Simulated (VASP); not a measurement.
Energy against volume of Ge (diamond). Method: PBE GGA, VASP's PBE PAW potentials (set 64) (plane waves; VASP). Numerical set-up: 520 eV cut-off, 11×11×11 Γ-centred mesh, first-order Methfessel-Paxton smearing of 0.10 eV, potentials Ge_d.

| V (Å³/atom) | E (eV/atom) |
|---|---|
| 23.159 | -4.51311 |
| 23.875 | -4.51757 |
| 24.591 | -4.51405 |
| 25.307 | -4.50385 |

**Question.** Fit these four points and predict the energy of the run at 22.442 Å³/atom.

**Answer.** A cubic in V^(−2/3), the third-order Birch-Murnaghan form, passes through the four points with V0 = 23.90 Å³/atom and B0 = 59 GPa, and gives -4.4991 eV/atom there. The run gave -4.4992 eV/atom, -0.1 meV/atom from the fit; all five points give B0 = 59 GPa.

The compound is Ge in the diamond structure. It was relaxed first, which changed the volume by +6 %.
